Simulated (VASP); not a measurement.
Given:

```xyz
3
Lattice="1.4889 -2.5789 0.0000 1.4889 2.5789 0.0000 0.0000 0.0000 3.3133" Properties=species:S:1:pos:R:3 pbc="T T T"
Mg     0.0000     0.0000     0.0000
B      1.4889     0.8596     1.6567
B      1.4889    -0.8596     1.6567
```

Computed with PBEsol GGA, VASP's PBE PAW potentials (set 64) (plane waves; VASP). Settings: 620 eV cut-off, 12×12×9 Γ-centred mesh, first-order Methfessel-Paxton smearing of 0.10 eV, potentials Mg B.

Energy and stress use the plane-wave basis of the starting cell.

Question: The ions, cell shape and volume at an external pressure of 30.0 GPa are relaxed. Predict the relaxed structure.

Answer: 
```xyz
3
Lattice="1.4715 -2.5487 0.0000 1.4715 2.5487 0.0000 0.0000 0.0000 3.2483" Properties=species:S:1:pos:R:3 pbc="T T T"
Mg     0.0000     0.0000     0.0000
B      1.4715     0.8496     1.6242
B      1.4715    -0.8496     1.6242
```
Space group P6/mmm (191), at a tolerance of 0.03 Å.

Question: How do energy and volume change from the first to the last step?

Answer: The energy (σ→0) changes by +55.9 meV/atom and the volume by -4.2 %, in 5 ionic steps.

| step | E(σ→0) (eV) | max force (eV/Å) | pressure (GPa) | volume (Å³) |
|---|---|---|---|---|
| 1 | -16.0603 | 0.000 | 19.98 | 25.44 |
| 2 | -15.7093 | 0.000 | 40.24 | 23.54 |
| 3 | -15.9029 | 0.000 | 29.96 | 24.43 |
| 4 | -15.8991 | 0.000 | 30.16 | 24.41 |
| 5 | -15.8926 | 0.000 | 30.20 | 24.37 |

The compound is MgB2 in the AlB2 type structure. This run relaxes it under an external pressure of 30 GPa. Symmetry was kept, so distortions that lower it aren't found.
